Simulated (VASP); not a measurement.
Level of theory: PBE GGA, VASP's PBE PAW potentials (set 64) (plane waves; VASP).

A VASP calculation is set up with these files.

**POSCAR**
```
WC
1
    2.9165900000     0.0000000000     0.0000000000
   -1.4582950000     2.5258410000     0.0000000000
    0.0000000000     0.0000000000     2.8394400000
W C
1 1
Direct
 -0.0056690000  -0.0046750000   0.0046430000
  0.6723360000   0.3380080000   0.4953570000
```

### INCAR
```
SYSTEM = WC
PREC = Accurate
ENCUT = 400
EDIFF = 1E-6
NELM = 100
ALGO = Normal
LREAL = .FALSE.
LASPH = .TRUE.
ISMEAR = -1
SIGMA = 0.002
GGA = PE
LMAXMIX = 6
LWAVE = .FALSE.
LCHARG = .FALSE.
ISIF = 2
```

### KPOINTS
```
Automatic mesh
0
Gamma
 10 10 9
```

POTCAR, in this order: W_sv C (PBE.64 set). Program: vasp_std.

The run wrote:

### OUTCAR
```
 ion  position               nearest neighbor table
   1  0.994  0.995  0.005-   2 2.17   2 2.18   2 2.20   2 2.21   2 2.22   2 2.24
   2  0.672  0.338  0.495-   1 2.17   1 2.18   1 2.20   1 2.21   1 2.22   1 2.24
  LATTYP: Found a hexagonal cell.
 ALAT       =     2.9165900000
 C/A-ratio  =     0.9735478761
 Subroutine PRICEL returns:
 Original cell was already a primitive cell.
 Subroutine GETGRP returns: Found  1 space group operations
The static configuration has the point symmetry C_1 .
The dynamic configuration has the point symmetry C_1 .
 Subroutine INISYM returns: Found  1 space group operations
 Subroutine IBZKPT returns following result:
 Found    452 irreducible k-points:

 Following reciprocal coordinates:
            Coordinates               Weight
  0.000000  0.000000  0.000000      1.000000
  0.100000  0.000000  0.000000      2.000000
  0.000000  0.100000  0.000000      2.000000
 -0.100000  0.100000  0.000000      2.000000
  0.200000  0.000000  0.000000      2.000000
  0.000000  0.200000  0.000000      2.000000
 -0.200000  0.200000  0.000000      2.000000
  0.300000  0.000000  0.000000      2.000000
...
```

### OSZICAR
```
       N       E                     dE             d eps       ncg     rms          rms(c)
DAV:   1     0.933986664475E+02    0.93399E+02   -0.84376E+03 11816   0.129E+03
DAV:   2    -0.222572101102E+02   -0.11566E+03   -0.11267E+03 13732   0.338E+02
DAV:   3    -0.254739000768E+02   -0.32167E+01   -0.31975E+01 14181   0.544E+01
DAV:   4    -0.255021358614E+02   -0.28236E-01   -0.28219E-01 13072   0.536E+00
DAV:   5    -0.255023706283E+02   -0.23477E-03   -0.23475E-03 13827   0.497E-01    0.320E+01
DAV:   6    -0.225406226168E+02    0.29617E+01   -0.95214E+00 13262   0.316E+01    0.849E+00
DAV:   7    -0.224716058309E+02    0.69017E-01   -0.40516E-01 12127   0.571E+00    0.608E+00
DAV:   8    -0.224457186372E+02    0.25887E-01   -0.70375E-02 13192   0.251E+00    0.854E-01
DAV:   9    -0.224446734521E+02    0.10452E-02   -0.36443E-03 12657   0.473E-01    0.142E-01
DAV:  10    -0.224446235087E+02    0.49943E-04   -0.26521E-04 13942   0.219E-01    0.761E-02
DAV:  11    -0.224446201946E+02    0.33140E-05   -0.27240E-05 12747   0.462E-02    0.982E-03
DAV:  12    -0.224446188307E+02    0.13640E-05   -0.56571E-06 12577   0.205E-02    0.296E-03
DAV:  13    -0.224446187650E+02    0.65661E-07   -0.16201E-07  6011   0.385E-03
   1 F= -.22444619E+02 E0= -.22444613E+02  d E =-.113884E-04
```

**OUTCAR**
```
------------------------ aborting loop because EDIFF is reached ----------------------------------------
  FORCE on cell =-STRESS in cart. coord.  units (eV):
  Direction    XX          YY          ZZ          XY          YZ          ZX
  --------------------------------------------------------------------------------------
  Total        0.1830362      0.4662577      0.4480983     -0.1357732     -0.0314024     -0.0204767
  in kB       14.0195282     35.7126879     34.3217786    -10.3994512     -2.4052454     -1.5683981
  external PRESSURE =      28.0179983 kB  Pullay stress =       0.0000000 kB
  volume of cell :       20.92
      direct lattice vectors                 reciprocal lattice vectors
     2.916590000  0.000000000  0.000000000     0.342866155  0.197953870  0.000000000
    -1.458295000  2.525841000  0.000000000     0.000000000  0.395907739  0.000000000
     0.000000000  0.000000000  2.839440000     0.000000000  0.000000000  0.352182120
 POSITION                                       TOTAL-FORCE (eV/Angst)
 -----------------------------------------------------------------------------------
      1.44858      2.51403      0.01318         0.291825      0.374739     -0.368470
      1.46801      0.85375      1.40654        -0.291825     -0.374739      0.368470
 -----------------------------------------------------------------------------------
    total drift:                               -0.000069     -0.000100      0.000048
  FREE ENERGIE OF THE ION-ELECTRON SYSTEM (eV)
  ---------------------------------------------------
  free  energy   TOTEN  =       -22.4446187650 eV

  energy  without entropy=      -22.4446073766  energy(sigma->0) =      -22.44461307
```
(Selected blocks of OUTCAR.)

At this cut-off the stress carries a Pulay error, which pulls relaxed volumes low.

The structure comes from a computed database's WC entry; how it stands against other phases isn't given here. The cell was not relaxed at this level, atoms are displaced from their ideal sites. The run is one of a series of settings (SIGMA = 0.002 against the base run), some of them coarse on purpose.
